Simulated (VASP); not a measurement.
These are TPSS meta-GGA, VASP's PBE PAW potentials (set 64) (plane waves; VASP) values and carry that method's errors.

Input for VASP

### POSCAR
```
CuZn
1
    2.9181753509     0.0000000000     0.0000000000
    0.0000000000     2.9181753509     0.0000000000
    0.0000000000     0.0000000000     2.9181753509
Zn Cu
1 1
Direct
  0.5000000000   0.5000000000   0.5000000000
  0.0000000000   0.0000000000   0.0000000000
```

File KPOINTS:
```
kpoints
0
Gamma
  12 12 12
```

**INCAR**
```
ALGO = Normal
EDIFF = 1E-7
ENCUT = 520
ISIF = 2
ISMEAR = 1
LASPH = T
LCHARG = F
LMAXMIX = 4
LMIXTAU = T
LREAL = F
LWAVE = F
METAGGA = TPSS
NELM = 100
PREC = Accurate
SIGMA = 0.1
SYSTEM = CuZn
```

POTCAR, in this order: Zn Cu (PBE.64 set). Program: vasp_std.

Output of the run:

OUTCAR:
```
 ion  position               nearest neighbor table
   1  0.500  0.500  0.500-   2 2.53   2 2.53   2 2.53   2 2.53   2 2.53   2 2.53   2 2.53   2 2.53
  LATTYP: Found a simple cubic cell.
 ALAT       =     2.9181753509
 Subroutine PRICEL returns:
 Original cell was already a primitive cell.
 Subroutine GETGRP returns: Found 48 space group operations
The static configuration has the point symmetry O_h .
The dynamic configuration has the point symmetry O_h .
 Subroutine INISYM returns: Found 48 space group operations
 Subroutine IBZKPT returns following result:
 Found     84 irreducible k-points:

 Following reciprocal coordinates:
            Coordinates               Weight
  0.000000  0.000000  0.000000      1.000000
  0.083333  0.000000  0.000000      6.000000
  0.166667  0.000000  0.000000      6.000000
  0.250000  0.000000  0.000000      6.000000
  0.333333  0.000000  0.000000      6.000000
  0.416667  0.000000  0.000000      6.000000
  0.500000  0.000000  0.000000      3.000000
  0.083333  0.083333  0.000000     12.000000
  0.166667  0.083333  0.000000     24.000000
  0.250000  0.083333  0.000000     24.000000
...
```

### OSZICAR
```
       N       E                     dE             d eps       ncg     rms          rms(c)
DAV:   1     0.141647213311E+03    0.14165E+03   -0.16928E+04  2592   0.389E+03
DAV:   2     0.676682677937E+01   -0.13488E+03   -0.13193E+03  2583   0.474E+02
DAV:   3    -0.662164520696E+01   -0.13388E+02   -0.13311E+02  3185   0.187E+02
DAV:   4    -0.684793440597E+01   -0.22629E+00   -0.22624E+00  3269   0.292E+01
DAV:   5    -0.685037017630E+01   -0.24358E-02   -0.24357E-02  3361   0.272E+00    0.487E+00
DAV:   6    -0.220784383535E+02   -0.15228E+02   -0.45483E+01  3093   0.791E+01    0.100E+01
DAV:   7    -0.224892748808E+02   -0.41084E+00   -0.66011E-01  2896   0.111E+01    0.106E+01
DAV:   8    -0.224129726031E+02    0.76302E-01   -0.11942E-01  3573   0.109E+01    0.103E+01
DAV:   9    -0.218657049284E+02    0.54727E+00   -0.27170E-01  3494   0.116E+01    0.894E+00
DAV:  10    -0.210755004802E+02    0.79020E+00   -0.17563E+00  2690   0.332E+01    0.714E+00
DAV:  11    -0.209474093633E+02    0.12809E+00   -0.15768E-01  3833   0.688E+00    0.603E+00
DAV:  12    -0.209995879756E+02   -0.52179E-01   -0.65030E-02  3628   0.709E+00    0.309E+00
DAV:  13    -0.209818200127E+02    0.17768E-01   -0.67608E-02  3251   0.738E+00    0.954E-01
DAV:  14    -0.209780504107E+02    0.37696E-02   -0.43240E-03  2689   0.925E-01    0.979E-01
DAV:  15    -0.209741661135E+02    0.38843E-02   -0.24273E-02  3304   0.457E+00    0.957E-02
DAV:  16    -0.209762836923E+02   -0.21176E-02   -0.12732E-03  3774   0.610E-01    0.462E-02
DAV:  17    -0.209763934473E+02   -0.10975E-03   -0.62298E-05  3762   0.163E-01    0.846E-02
DAV:  18    -0.209763821863E+02    0.11261E-04   -0.70855E-05  3118   0.209E-01    0.268E-02
DAV:  19    -0.209763734417E+02    0.87447E-05   -0.18037E-05  4032   0.904E-02    0.175E-02
DAV:  20    -0.209763717991E+02    0.16425E-05   -0.32544E-06  3453   0.534E-02    0.102E-02
DAV:  21    -0.209763714338E+02    0.36535E-06   -0.27656E-07  2898   0.970E-03    0.710E-03
DAV:  22    -0.209763706761E+02    0.75768E-06   -0.77520E-07  3333   0.256E-02    0.147E-03
DAV:  23    -0.209763705094E+02    0.16673E-06   -0.47213E-08  1333   0.452E-03    0.344E-04
DAV:  24    -0.209763704810E+02    0.28326E-07   -0.26606E-08  1281   0.235E-03
   1 F= -.20976370E+02 E0= -.20976372E+02  d E =0.407726E-05
```

File OUTCAR:
```
------------------------ aborting loop because EDIFF is reached ----------------------------------------
  FORCE on cell =-STRESS in cart. coord.  units (eV):
  Direction    XX          YY          ZZ          XY          YZ          ZX
  --------------------------------------------------------------------------------------
  Total        0.0438839      0.0438839      0.0438839     -0.0000000     -0.0000000      0.0000000
  in kB        2.8293181      2.8293181      2.8293181     -0.0000000     -0.0000000      0.0000000
  external PRESSURE =       2.8293181 kB  Pullay stress =       0.0000000 kB
  volume of cell :       24.85
      direct lattice vectors                 reciprocal lattice vectors
     2.918175351  0.000000000  0.000000000     0.342679887  0.000000000  0.000000000
     0.000000000  2.918175351  0.000000000     0.000000000  0.342679887  0.000000000
     0.000000000  0.000000000  2.918175351     0.000000000  0.000000000  0.342679887
 POSITION                                       TOTAL-FORCE (eV/Angst)
 -----------------------------------------------------------------------------------
      1.45909      1.45909      1.45909         0.000000      0.000000      0.000000
      0.00000      0.00000      0.00000         0.000000      0.000000      0.000000
 -----------------------------------------------------------------------------------
    total drift:                                0.000000     -0.000000     -0.000000
  FREE ENERGIE OF THE ION-ELECTRON SYSTEM (eV)
  ---------------------------------------------------
  free  energy   TOTEN  =       -20.9763704810 eV

  energy  without entropy=      -20.9763745583  energy(sigma->0) =      -20.97637184
```
(Selected blocks of OUTCAR.)

The compound is CuZn in the CsCl type structure. It was relaxed first. The electron count is odd and the run is not spin-polarised, which forces a metal.
